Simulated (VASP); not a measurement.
An input for Quantum ESPRESSO's pw.x (written as the equivalent of a VASP run, and not itself run):

```
&CONTROL
  calculation = 'vc-relax'
  pseudo_dir = './pseudo'
  outdir = './out'
  tprnfor = .true.
  tstress = .true.
  nstep = 40
  forc_conv_thr = 0.00078
/
&SYSTEM
  ibrav = 0
  nat = 4
  ntyp = 1
  ecutwfc = 82
  occupations = 'smearing'
  smearing = 'gaussian'
  degauss = 0.003675
  input_dft = 'pbesol'
/
&ELECTRONS
  conv_thr = 7.3e-08
  electron_maxstep = 100
/
&IONS
/
&CELL
  press = 100
/
ATOMIC_SPECIES
  C 12.011 C.upf
CELL_PARAMETERS angstrom
     1.2248542   -2.1215091    0.0000000
     1.2248542    2.1215091    0.0000000
     0.0000000    0.0000000    6.2231617
ATOMIC_POSITIONS crystal
  C    0.0000000  0.0000000  0.2500000
  C    0.0000000  0.0000000  0.7500000
  C    0.3333330  0.6666670  0.2500000
  C    0.6666670  0.3333330  0.7500000
K_POINTS automatic
  10 10 4 0 0 0
```

### Question
Translate this input to VASP (INCAR, KPOINTS, POSCAR, choice of POTCAR).

### Answer
One answer among several that fit: 
### POSCAR
```
C
1
    1.2248541925    -2.1215090710     0.0000000000
    1.2248541925     2.1215090710     0.0000000000
    0.0000000000     0.0000000000     6.2231616997
C
4
Direct
  0.0000000000   0.0000000000   0.2500000000
  0.0000000000   0.0000000000   0.7500000000
  0.3333330000   0.6666670000   0.2500000000
  0.6666670000   0.3333330000   0.7500000000
```

### INCAR
```
EDIFFG = -0.02   # ionic stop
ISMEAR = 0
SIGMA = 0.05
LASPH = .True.   # aspherical one-centre terms
LWAVE = .False.
PSTRESS = 100   # kbar
ALGO = Normal   # blocked Davidson
NELM = 100   # most electronic steps
IBRION = 2
PREC = Accurate
SYSTEM = C
GGA = PS   # PBEsol
EDIFF = 1E-6
LREAL = .False.   # projection in real space or not
LCHARG = .False.
NSW = 40
ISIF = 3
ENCUT = 620   # plane-wave cut-off (eV)
```

### KPOINTS
```
Automatic mesh
0
gamma
10 10 4
```

POTCAR, in this order: C (PBE.64 set). Program: vasp_std.

What does not carry over: the potentials are each code's own (VASP's PAW set, PseudoDojo norm-conserving files in pw.x), so ENCUT and ecutwfc are chosen apart and not converted; conv_thr bounds pw.x's estimated SCF error, while EDIFF bounds the energy change between steps; forc_conv_thr acts on force components and is met together with etot_conv_thr.

The compound is C in the graphite structure. This run relaxes it under an external pressure of 10 GPa. Symmetry was kept, so distortions that lower it aren't found.
